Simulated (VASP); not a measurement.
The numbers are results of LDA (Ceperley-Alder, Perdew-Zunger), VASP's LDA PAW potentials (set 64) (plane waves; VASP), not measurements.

VASP input:

File POSCAR:
```
PtS2
1.0
  1.7703151280  -3.0662758421   0.0000000000
  1.7703151280   3.0662758421   0.0000000000
  0.0000000000   0.0000000000   4.2963545609
Pt S
1 2
direct
  0.0000000000   0.0000000000   0.0000000000
  0.3333330000   0.6666670000   0.2750540203
  0.6666670000   0.3333330000   0.7249459797
```

### INCAR
```
SYSTEM=PtS2
PREC=Accurate; ENCUT=500; LREAL=.FALSE.
LASPH=.TRUE.
EDIFF=1E-6; NELM=100; ALGO=Normal
LMAXMIX=6
ISMEAR=1; SIGMA=0.1
IBRION=2; NSW=40; ISIF=3
EDIFFG=-0.02; PSTRESS=100
LWAVE=.FALSE.; LCHARG=.FALSE.
```

File KPOINTS:
```
Automatic mesh
0
Gamma
10 10 7
0 0 0
```

POTCAR, in this order: Pt S (LDA.64 set). Program: vasp_std.

Output

OUTCAR:
```
 ion  position               nearest neighbor table
   1  0.000  0.000  0.000-   2 2.36   3 2.36   3 2.36   2 2.36   3 2.36   2 2.36
   2  0.333  0.667  0.275-   1 2.36   1 2.36   1 2.36
   3  0.667  0.333  0.725-   1 2.36   1 2.36   1 2.36
  LATTYP: Found a hexagonal cell.
 ALAT       =     3.5406303383
 C/A-ratio  =     1.2134434127
 Subroutine PRICEL returns:
 Original cell was already a primitive cell.
 Subroutine GETGRP returns: Found 12 space group operations
The static configuration has the point symmetry D_3d.
The dynamic configuration has the point symmetry D_3d.
 Subroutine INISYM returns: Found 12 space group operations
 Subroutine IBZKPT returns following result:
 Found     80 irreducible k-points:

 Following reciprocal coordinates:
            Coordinates               Weight
  0.000000  0.000000  0.000000      1.000000
  0.100000  0.000000  0.000000      6.000000
  0.200000  0.000000  0.000000      6.000000
  0.300000  0.000000  0.000000      6.000000
  0.400000  0.000000  0.000000      6.000000
  0.500000  0.000000  0.000000      3.000000
  0.100000  0.100000  0.000000      6.000000
...
```

### OSZICAR
```
       N       E                     dE             d eps       ncg     rms          rms(c)
DAV:   1     0.112194641487E+03    0.11219E+03   -0.10650E+04  2456   0.129E+03
DAV:   2    -0.144890165767E+02   -0.12668E+03   -0.12396E+03  3002   0.253E+02
DAV:   3    -0.193631411723E+02   -0.48741E+01   -0.48044E+01  3023   0.523E+01
DAV:   4    -0.194112263772E+02   -0.48085E-01   -0.48074E-01  3016   0.575E+00
DAV:   5    -0.194118762693E+02   -0.64989E-03   -0.64984E-03  3163   0.646E-01    0.207E+01
DAV:   6    -0.184251764423E+02    0.98670E+00   -0.72702E+00  2463   0.272E+01    0.132E+01
DAV:   7    -0.182089879416E+02    0.21619E+00   -0.12954E+00  2428   0.125E+01    0.624E+00
DAV:   8    -0.181756979999E+02    0.33290E-01   -0.78483E-02  2862   0.221E+00    0.125E+00
DAV:   9    -0.181707170256E+02    0.49810E-02   -0.12523E-02  2785   0.120E+00    0.240E-01
DAV:  10    -0.181707547900E+02   -0.37764E-04   -0.13443E-03  3009   0.285E-01    0.963E-02
DAV:  11    -0.181707654683E+02   -0.10678E-04   -0.57344E-05  3044   0.761E-02    0.264E-02
DAV:  12    -0.181707610494E+02    0.44190E-05   -0.18774E-05  2736   0.479E-02    0.836E-03
DAV:  13    -0.181707610222E+02    0.27178E-07   -0.86883E-07  1571   0.767E-03
   1 F= -.15259499E+02 E0= -.15259490E+02  d E =-.152595E+02
       N       E                     dE             d eps       ncg     rms          rms(c)
DAV:   1    -0.185906886530E+02   -0.41993E+00   -0.14014E+01  2547   0.354E+01    0.700E+00
DAV:   2    -0.180190105980E+02    0.57168E+00   -0.22745E+00  2547   0.163E+01    0.343E+00
DAV:   3    -0.179365967322E+02    0.82414E-01   -0.16398E-01  2645   0.426E+00    0.129E+00
DAV:   4    -0.179184102560E+02    0.18186E-01   -0.10525E-01  2701   0.211E+00    0.654E-01
DAV:   5    -0.179182202977E+02    0.18996E-03   -0.28620E-03  2981   0.514E-01    0.441E-01
DAV:   6    -0.179183508412E+02   -0.13054E-03   -0.86740E-04  2897   0.209E-01    0.624E-02
DAV:   7    -0.179183345968E+02    0.16244E-04   -0.80148E-05  3023   0.821E-02    0.376E-02
DAV:   8    -0.179183324699E+02    0.21269E-05   -0.57174E-06  2820   0.201E-02    0.813E-03
DAV:   9    -0.179183319684E+02    0.50157E-06   -0.18627E-06  1627   0.121E-02
   2 F= -.15206400E+02 E0= -.15206483E+02  d E =0.530989E-01
       N       E                     dE             d eps       ncg     rms          rms(c)
DAV:   1    -0.184155362222E+02   -0.49720E+00   -0.61562E+00  2561   0.231E+01    0.401E+00
DAV:   2    -0.181652228750E+02    0.25031E+00   -0.10340E+00  2491   0.117E+01    0.275E+00
DAV:   3    -0.181294881211E+02    0.35735E-01   -0.70892E-02  2687   0.283E+00    0.123E+00
DAV:   4    -0.181202079631E+02    0.92802E-02   -0.52948E-02  2589   0.147E+00    0.446E-01
DAV:   5    -0.181201735386E+02    0.34424E-04   -0.15332E-03  2967   0.346E-01    0.279E-01
DAV:   6    -0.181201825429E+02   -0.90042E-05   -0.44090E-04  2911   0.186E-01    0.389E-02
DAV:   7    -0.181201815277E+02    0.10152E-05   -0.30483E-05  3065   0.468E-02    0.199E-02
DAV:   8    -0.181201811430E+02    0.38463E-06   -0.13471E-06  1942   0.972E-03
   3 F= -.15277159E+02 E0= -.15277179E+02  d E =-.176600E-01
       N       E                     dE             d eps       ncg     rms          rms(c)
DAV:   1    -0.181155023788E+02    0.46791E-02   -0.69469E-01  2400   0.592E+00    0.706E-01
DAV:   2    -0.181107125251E+02    0.47899E-02   -0.50147E-02  2785   0.221E+00    0.392E-01
DAV:   3    -0.181097395260E+02    0.97300E-03   -0.21548E-03  2995   0.465E-01    0.146E-01
DAV:   4    -0.181094436149E+02    0.29591E-03   -0.18857E-03  2603   0.279E-01    0.698E-02
DAV:   5    -0.181094432892E+02    0.32573E-06   -0.76415E-05  3009   0.665E-02    0.449E-02
DAV:   6    -0.181094438696E+02   -0.58038E-06   -0.97149E-06  2850   0.255E-02
   4 F= -.15284466E+02 E0= -.15284542E+02  d E =-.730697E-02
       N       E                     dE             d eps       ncg     rms          rms(c)
DAV:   1    -0.180996459521E+02    0.97973E-02   -0.20312E+00  2400   0.101E+01    0.120E+00
DAV:   2    -0.180858215519E+02    0.13824E-01   -0.14623E-01  2799   0.374E+00    0.655E-01
DAV:   3    -0.180829581504E+02    0.28634E-02   -0.64200E-03  3030   0.798E-01    0.235E-01
DAV:   4    -0.180821196284E+02    0.83852E-03   -0.51354E-03  2582   0.467E-01    0.119E-01
DAV:   5    -0.180821260489E+02   -0.64205E-05   -0.19987E-04  3051   0.108E-01    0.748E-02
DAV:   6    -0.180821288910E+02   -0.28421E-05   -0.26666E-05  2827   0.426E-02    0.326E-02
DAV:   7    -0.180821314111E+02   -0.25201E-05   -0.74766E-06  3044   0.223E-02    0.802E-03
DAV:   8    -0.180821311326E+02    0.27852E-06   -0.77374E-07  1396   0.813E-03
   5 F= -.15288032E+02 E0= -.15288118E+02  d E =-.108735E-01
       N       E                     dE             d eps       ncg     rms          rms(c)
DAV:   1    -0.180887156210E+02   -0.65842E-02   -0.71299E-02  2400   0.192E+00    0.226E-01
DAV:   2    -0.180882593776E+02    0.45624E-03   -0.50783E-03  2834   0.699E-01    0.128E-01
DAV:   3    -0.180881613250E+02    0.98053E-04   -0.21139E-04  3051   0.143E-01    0.507E-02
DAV:   4    -0.180881298758E+02    0.31449E-04   -0.20211E-04  2575   0.922E-02    0.226E-02
DAV:   5    -0.180881296925E+02    0.18325E-06   -0.81752E-06  3023   0.216E-02
   6 F= -.15288230E+02 E0= -.15288287E+02  d E =-.110712E-01
       N       E                     dE             d eps       ncg     rms          rms(c)
DAV:   1    -0.180872773156E+02    0.85256E-03   -0.15382E-03  2400   0.280E-01    0.363E-02
DAV:   2    -0.180872670600E+02    0.10256E-04   -0.10719E-04  2827   0.101E-01    0.170E-02
DAV:   3    -0.180872648618E+02    0.21982E-05   -0.47011E-06  2970   0.213E-02    0.625E-03
DAV:   4    -0.180872642000E+02    0.66180E-06   -0.38622E-06  2446   0.131E-02
   7 F= -.15288228E+02 E0= -.15288288E+02  d E =-.110688E-01
       N       E                     dE             d eps       ncg     rms          rms(c)
DAV:   1    -0.180860408537E+02    0.12240E-02   -0.15931E-02  2407   0.955E-01    0.988E-02
DAV:   2    -0.180857788667E+02    0.26199E-03   -0.11935E-03  2890   0.328E-01    0.667E-02
DAV:   3    -0.180857386974E+02    0.40169E-04   -0.12724E-04  2855   0.109E-01    0.251E-02
DAV:   4    -0.180857249124E+02    0.13785E-04   -0.37686E-05  2792   0.441E-02    0.113E-02
DAV:   5    -0.180857242855E+02    0.62684E-06   -0.24306E-06  2250   0.133E-02
   8 F= -.15288344E+02 E0= -.15288398E+02  d E =-.116416E-03
```

### OUTCAR
```
------------------------ aborting loop because EDIFF is reached ----------------------------------------
  FORCE on cell =-STRESS in cart. coord.  units (eV):
  Direction    XX          YY          ZZ          XY          YZ          ZX
  --------------------------------------------------------------------------------------
  Total        2.8394505      2.8394508      2.8033232      0.0000000      0.0000000      0.0000000
  in kB      101.5039162    101.5039248    100.2124468      0.0000000      0.0000000      0.0000000
  external PRESSURE =       1.0734293 kB  Pullay stress =     100.0000000 kB
  volume of cell :       44.82
      direct lattice vectors                 reciprocal lattice vectors
     1.757903479 -3.044778269  0.000000000     0.284429723 -0.164215570 -0.000000000
     1.757903479  3.044778269 -0.000000000     0.284429723  0.164215570  0.000000000
    -0.000000000 -0.000000000  4.186792146     0.000000000  0.000000000  0.238846345
 POSITION                                       TOTAL-FORCE (eV/Angst)
 -----------------------------------------------------------------------------------
      1.75790     -3.04478      0.00000        -0.000000     -0.000000      0.000000
      1.75790      1.01493      1.17937         0.000000      0.000000     -0.008132
      1.75790     -1.01493      3.00742        -0.000000     -0.000000      0.008132
 -----------------------------------------------------------------------------------
    total drift:                                0.000000     -0.000000     -0.000000
  FREE ENERGIE OF THE ION-ELECTRON SYSTEM (eV)
  ---------------------------------------------------
  free  energy   TOTEN  =       -18.0857242855 eV

  energy  without entropy=      -18.0858869412  energy(sigma->0) =      -18.08577850
  enthalpy is  TOTEN    =       -15.2883439930 eV   P V=        2.7973802926

 reached required accuracy - stopping structural energy minimisation
```
(Selected blocks of OUTCAR.)

CONTCAR:
```
PtS2
   1.00000000000000
     1.7579034790234394   -3.0447782686760245    0.0000000000000000
     1.7579034790234394    3.0447782686760245   -0.0000000000000000
    -0.0000000000000000   -0.0000000000000000    4.1867921456506902
  Pt              S
     1     2
Direct
     1.0000000000000000    0.0000000000000000    0.0000000000000000
     0.3333330000000032    0.6666669999999968    0.2816880443464068
     0.6666669999999968    0.3333330000000032    0.7183119556535932
```

Energy and stress use the plane-wave basis of the starting cell.

The compound is PtS2 in the 1T layered structure. This run relaxes it under an external pressure of 10 GPa. Symmetry was kept, so distortions that lower it aren't found.
